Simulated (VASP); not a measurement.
```
CELL_PARAMETERS angstrom
      0.00000     3.00812     3.00812
      3.00812     0.00000     3.00812
      3.00812     3.00812     0.00000
ATOMIC_POSITIONS crystal
  Cu 0.00000 0.00000 0.00000
  I  0.25000 0.25000 0.25000
```

Method: optB86b-vdW, VASP's PBE PAW potentials (set 64) (plane waves; VASP). Settings: 520 eV cut-off, Gaussian smearing of 0.050 eV, potentials Cu I.

Unless said otherwise, spin-orbit coupling is left out, though it shifts the bands of the heavy elements here.

Q: Give the energies of bands 2 to 12 at the high-symmetry points, in eV from the valence-band maximum.

A: 
| band | Γ | X | U | L | W |
|---|---|---|---|---|---|
| 2 | -3.72 | -5.67 | -5.35 | -5.70 | -5.19 |
| 3 | -3.72 | -3.80 | -4.48 | -3.69 | -4.62 |
| 4 | -3.72 | -3.80 | -3.74 | -3.69 | -3.90 |
| 5 | -1.97 | -2.00 | -2.10 | -1.94 | -2.03 |
| 6 | -1.97 | -1.90 | -1.94 | -1.94 | -2.03 |
| 7 | 0.00 | -1.88 | -1.82 | -1.89 | -1.88 |
| 8 | 0.00 | -1.60 | -1.61 | -0.75 | -1.71 |
| 9 | 0.00 | -1.60 | -1.33 | -0.75 | -1.35 |
| 10 | 1.16 | 2.65 | 3.06 | 2.16 | 4.58 |
| 11 | 4.87 | 2.89 | 4.65 | 5.40 | 4.64 |
| 12 | 4.87 | 9.33 | 7.58 | 5.40 | 6.04 |

The gap is direct, 1.16 eV, from the valence maximum at Γ to the conduction minimum at Γ.

Measured: gap 3.12 eV (computed value off by -1.96 eV), as given by Abedi et al., (2022), arXiv:2211.14644.

The compound is CuI in the zinc blende structure. It was relaxed first.
